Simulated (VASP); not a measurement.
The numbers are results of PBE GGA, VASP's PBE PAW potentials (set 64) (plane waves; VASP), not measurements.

VASP input:

**POSCAR**
```
Ni3Si
1
    3.3814037958     0.0000000000     0.0000000000
    0.0000000000     3.3814037958     0.0000000000
    0.0000000000     0.0000000000     3.3814037958
Si Ni
1 3
Direct
  0.0000000000   0.0000000000   0.0000000000
  0.0000000000   0.5000000000   0.5000000000
  0.5000000000   0.0000000000   0.5000000000
  0.5000000000   0.5000000000   0.0000000000
```

**INCAR**
```
ENCUT  =  500   ! plane-wave cut-off (eV)
EDIFF  =  1E-6
EDIFFG  =  -0.02   ! ionic stop
NSW  =  40
PREC  =  Accurate
IBRION  =  2   ! conjugate gradients
LASPH  =  T   ! aspherical one-centre terms
ALGO  =  Normal
ISMEAR  =  1
LCHARG  =  F
LWAVE  =  F
LMAXMIX  =  4   ! l cut-off of mixed one-centre charges
LREAL  =  F
ISIF  =  3   ! ions, shape and volume
NELM  =  100
SYSTEM  =  Ni3Si
GGA  =  PE   ! PBE
SIGMA  =  0.1   ! width (eV)
PSTRESS  =  450   ! kbar
```

File KPOINTS:
```
Automatic mesh
0
Gamma
9 9 9
0 0 0
```

POTCAR, in this order: Si Ni (PBE.64 set). Program: vasp_std.

Energy and stress use the plane-wave basis of the starting cell.

Question: Estimate the energy per atom (σ→0), volume per atom, band gap (on the k-mesh).

Answer: 
```
Item                                                        Result
------------------------  ----------------------------------------
energy per atom (σ→0)                               -5.739 eV/atom
band gap (on the k-mesh)  none (metal, semimetal or under 0.01 eV)
volume per atom                                       9.29 Å³/atom
```

### OSZICAR
```
...
       N       E                     dE             d eps       ncg     rms          rms(c)
DAV:   1    -0.229571224069E+02    0.10363E-01   -0.75753E-03  1525   0.144E+00    0.218E-01
DAV:   2    -0.229569033822E+02    0.21902E-03   -0.63840E-03  1667   0.143E+00    0.133E-01
DAV:   3    -0.229565352838E+02    0.36810E-03   -0.15212E-03  1669   0.712E-01    0.358E-02
DAV:   4    -0.229565204796E+02    0.14804E-04   -0.57987E-05  1521   0.579E-02    0.850E-03
DAV:   5    -0.229565189875E+02    0.14921E-05   -0.29721E-06  1518   0.214E-02    0.492E-03
DAV:   6    -0.229565185423E+02    0.44523E-06   -0.79221E-07   818   0.912E-03
   4 F= -.12523940E+02 E0= -.12524099E+02  d E =-.753608E-01
```

The compound is Ni3Si in the L1_2 structure. This run relaxes it under an external pressure of 45 GPa. Symmetry was kept, so distortions that lower it aren't found. The run is not spin-polarised, so no magnetic state was tried.
